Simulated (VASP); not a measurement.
OSZICAR of a VASP run on Sb:

File OSZICAR:
```
       N       E                     dE             d eps       ncg     rms           ort
SDA:   1    -0.108349944052E+01   -0.10835E+01    0.00000E+00     8   0.758E-08   0.000E+00
CGA:   2    -0.108349944250E+01   -0.19719E-08   -0.20939E-08     8   0.240E-09  -0.412E-09
   1 F= -.10834994E+01 E0= -.10834994E+01  d E =-.110980E-17  mag=     3.0000
```

### Question
Which electronic solver shows in the log?

### Answer
It is steepest descent (the opening step of the all-band solvers) and then all-band conjugate gradients (ALGO = All or Conjugate). The INCAR had ALGO = All.

### Question
How was spin treated?

### Answer
Collinear spin (ISPIN = 2): the summary line carries one mag value, 3.00 μB in the cell.

### Question
Can the final energy be trusted as converged?

### Answer
Self-consistency was reached. It stopped with EDIFF = 1E-6, NELM = 200 (LDA (Ceperley-Alder, Perdew-Zunger), plane waves, VASP's LDA PAW potentials (set 64)). The atom may not be in its lowest state.

The cell is a free atom in a box. The total moment is imposed (NUPDOWN), so this need not be the lowest spin state.
